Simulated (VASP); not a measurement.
Method: PBE GGA with D3 dispersion (zero damping), VASP's PBE PAW potentials (set 64) (plane waves; VASP).

A VASP calculation is set up with these files.

**INCAR**
```
! general
SYSTEM =SnO
PREC   =Accurate
ENCUT  =520
LREAL  =.False.
LASPH  =.True.
ICHARG =11

! electronic loop
EDIFF  =1E-7
NELM   =100
ALGO   =Normal
LMAXMIX=4

! smearing
ISMEAR =0
SIGMA  =0.05

! functional
GGA    =PE
IVDW   =11

! output
LWAVE  =.False.
LCHARG =.False.
LORBIT =11
```

**POSCAR**
```
SnO
1
    3.8463125333     0.0000000000     0.0000000000
    0.0000000000     3.8463125333     0.0000000000
    0.0000000000     0.0000000000     4.8483264154
Sn O
2 2
Direct
  0.5000000000   0.0000000000   0.7599397207
  0.0000000000   0.5000000000   0.2400602793
  0.5000000000   0.5000000000   0.0000000000
  1.0000000000   0.0000000000   0.0000000000
```

File KPOINTS:
```
k-points along high-symmetry lines
10
Line-mode
Reciprocal
  0.000000   0.000000   0.000000 ! GAMMA
  0.000000   0.500000   0.000000 ! X

  0.000000   0.500000   0.000000 ! X
  0.500000   0.500000   0.000000 ! M

  0.500000   0.500000   0.000000 ! M
  0.000000   0.000000   0.000000 ! GAMMA

  0.000000   0.000000   0.000000 ! GAMMA
  0.000000   0.000000   0.500000 ! Z

  0.000000   0.000000   0.500000 ! Z
  0.000000   0.500000   0.500000 ! R

  0.000000   0.500000   0.500000 ! R
  0.500000   0.500000   0.500000 ! A

  0.500000   0.500000   0.500000 ! A
  0.000000   0.000000   0.500000 ! Z

  0.000000   0.500000   0.000000 ! X
  0.000000   0.500000   0.500000 ! R

  0.500000   0.500000   0.000000 ! M
  0.500000   0.500000   0.500000 ! A
```

POTCAR, in this order: Sn_d O (PBE.64 set). Program: vasp_std. Read from the step before: CHGCAR.

Output of the run:

File OUTCAR:
```
 ion  position               nearest neighbor table
   1  0.500  0.000  0.760-   3 2.25   4 2.25   3 2.25   4 2.25   2 3.58   2 3.58   2 3.58   2 3.58
                             2 3.71   2 3.71   2 3.71   2 3.71
   2  0.000  0.500  0.240-   3 2.25   4 2.25   4 2.25   3 2.25   1 3.58   1 3.58   1 3.58   1 3.58
                             1 3.71   1 3.71   1 3.71   1 3.71
   3  0.500  0.500  0.000-   1 2.25   2 2.25   1 2.25   2 2.25
   4  0.000  0.000  0.000-   1 2.25   2 2.25   2 2.25   1 2.25
  LATTYP: Found a simple tetragonal cell.
 ALAT       =     3.8463125333
 C/A-ratio  =     1.2605128609
 Subroutine PRICEL returns:
 Original cell was already a primitive cell.
 Subroutine GETGRP returns: Found 16 space group operations
The static configuration has the point symmetry D_2d.
 The point group associated with its full space group is D_4h.
The dynamic configuration has the point symmetry D_2d.
 Subroutine INISYM returns: Found 16 space group operations
   k-points           NKPTS =     90   k-points in BZ     NKDIM =     90   number of bands    NBANDS=     24
   number of dos      NEDOS =    301   number of ions     NIONS =      4
   total plane-waves  NPLWV =  32400
   dimension x,y,z NGX =    30 NGY =   30 NGZ =   36
   dimension x,y,z NGXF=    60 NGYF=   60 NGZF=   72
   ions per type =               2   2
   PREC   = accura    normal or accurate (medium, high low for compatibility)
   ISTART =      0    job   : 0-new  1-cont  2-samecut
   ICHARG =     11    charge: 1-file 2-atom 10-const
   ISPIN  =      1    spin polarized calculation?
   LNONCOLLINEAR =      F non collinear calculations
   LSORBIT =      F    spin-orbit coupling
   INIWAV =      1    electr: 0-lowe 1-rand  2-diag
   ENCUT  =  520.0 eV  38.22 Ry    6.18 a.u.   7.15  7.15  9.01*2*pi/ulx,y,z
   NELM   =    100;   NELMIN=  2; NELMDL= -5     # of ELM steps
   EDIFF  = 0.1E-06   stopping-criterion for ELM
   LREAL  =      F    real-space projection
   NLSPLINE    = F    spline interpolate recip. space projectors
   LMAXMIX     =    4 max onsite mixed and CHGCAR
   VOSKOWN=      0    Vosko Wilk Nusair interpolation
   EDIFFG = 0.1E-05   stopping-criterion for IOM
   NSW    =      0    number of steps for IOM
   NBLOCK =      1;   KBLOCK =      1    inner block; outer block
   IBRION =     -1    ionic relax: 0-MD 1-quasi-New 2-CG
   NFREE  =      0    steps in history (QN), initial steepest desc. (CG)
   ISIF   =      2    stress and relaxation
   ISYM   =      2    0-nonsym 1-usesym 2-fastsym
   TEIN   =    0.0    initial temperature
   TEBEG  =    0.0;   TEEND  =   0.0 temperature during run
   SMASS  =  -3.00    Nose mass-parameter (am)
   PSTRESS=    0.0 pullay stress
   NELECT =      40.0000    total number of electrons
   EFERMI =   0.00;   METHOD = LEGACY
   ISMEAR =     0;   SIGMA  =   0.05  broadening in eV -4-tet -1-fermi 0-gaus
   IALGO  =     38    algorithm
   LDIAG  =      T    sub-space diagonalisation (order eigenvalues)
   IMIX   =      4    mixing-type and parameters
     AMIX     =   0.40;   BMIX     =  1.00
     AMIX_MAG =   1.60;   BMIX_MAG =  1.00
     AMIN     =   0.10
   GGA     = PE    functional components
   VOSKOWN =     0    Vosko Wilk Nusair interpolation
   LHFCALC =     F    Hartree Fock is set to
   LHFONE  =     F    Hartree Fock one center treatment
   AEXX    =    0.0000 exact exchange contribution
   IVDW    =    11    specifies the selected vdW correction
   LEPSILON=     F    determine dielectric tensor
   LRPA    =     F    only Hartree local field effects (RPA)
  energy-cutoff  :      520.00
  volume of cell :       71.73
      direct lattice vectors                 reciprocal lattice vectors
     3.846312533  0.000000000  0.000000000     0.259989273  0.000000000  0.000000000
     0.000000000  3.846312533  0.000000000     0.000000000  0.259989273  0.000000000
     0.000000000  0.000000000  4.848326415     0.000000000  0.000000000  0.206256740
 k-point     1 :   0.0000 0.0000 0.0000  plane waves:    1947
 k-point     2 :   0.0000 0.0556 0.0000  plane waves:    1931
 k-point     3 :   0.0000 0.1111 0.0000  plane waves:    1923
 k-point     4 :   0.0000 0.1667 0.0000  plane waves:    1930
...
```

OSZICAR:
```
       N       E                     dE             d eps       ncg     rms          rms(c)
DAV:   1     0.384317077067E+03    0.38432E+03   -0.20769E+04  4392   0.255E+03
DAV:   2     0.301257357219E+02   -0.35419E+03   -0.34818E+03  4600   0.579E+02
DAV:   3    -0.202675618956E+02   -0.50393E+02   -0.49512E+02  5360   0.186E+02
DAV:   4    -0.221896414960E+02   -0.19221E+01   -0.19108E+01  4688   0.401E+01
DAV:   5    -0.222458905583E+02   -0.56249E-01   -0.56242E-01  5936   0.691E+00
DAV:   6    -0.222476412156E+02   -0.17507E-02   -0.17506E-02  5488   0.103E+00
DAV:   7    -0.222477113957E+02   -0.70180E-04   -0.70180E-04  6432   0.166E-01
DAV:   8    -0.222477125409E+02   -0.11452E-05   -0.11449E-05  5624   0.190E-02
DAV:   9    -0.222477125928E+02   -0.51947E-07   -0.53005E-07  4088   0.301E-03
   1 F= -.22758650E+02 E0= -.22758128E+02  d E =-.104468E-02
```

### OUTCAR
```
 val. band max:        6.8131053009   @ k =   0.0556   0.0556   0.0000

 cond. band min:       6.9232908676   @ k =   0.5000   0.5000   0.0000



 k-point     1 :       0.0000    0.0000    0.0000
  band No.  band energies     occupation
      1     -15.0632      2.00000
      2     -14.6855      2.00000
      3     -14.6855      2.00000
      4     -14.6829      2.00000
      5     -14.6511      2.00000
      6     -14.6391      2.00000
      7     -14.5991      2.00000
      8     -14.5894      2.00000
      9     -14.5707      2.00000
     10     -14.5707      2.00000
     11     -13.0795      2.00000
     12     -10.6189      2.00000
     13      -0.5897      2.00000
     14       0.1954      2.00000
     15       0.8211      2.00000
     16       0.8211      2.00000
     17       3.5300      2.00000
     18       3.8308      2.00000
     19       3.8308      2.00000
     20       6.8076      1.90255
     21       8.8907      0.00000
     22      11.3131      0.00000
     23      11.4154      0.00000
     24      11.4154      0.00000

 k-point     2 :       0.0000    0.0556    0.0000
  band No.  band energies     occupation
      1     -15.0615      2.00000
      2     -14.6850      2.00000
      3     -14.6848      2.00000
      4     -14.6822      2.00000
      5     -14.6512      2.00000
      6     -14.6381      2.00000
      7     -14.5997      2.00000
      8     -14.5982      2.00000
      9     -14.5714      2.00000
     10     -14.5711      2.00000
     11     -13.0551      2.00000
     12     -10.6333      2.00000
     13      -0.6048      2.00000
     14       0.2020      2.00000
     15       0.8374      2.00000
     16       0.8409      2.00000
     17       3.4821      2.00000
     18       3.7995      2.00000
     19       3.8036      2.00000
     20       6.8112      1.88025
     21       8.9862      0.00000
     22      10.9851      0.00000
     23      11.4346      0.00000
     24      11.5426      0.00000

...
```

The density is held fixed in this step, so its total energy and stress have no physical meaning. Unless said otherwise, spin-orbit coupling is left out, though it shifts the bands of the heavy elements here.

The compound is SnO in the litharge structure. It was relaxed first.
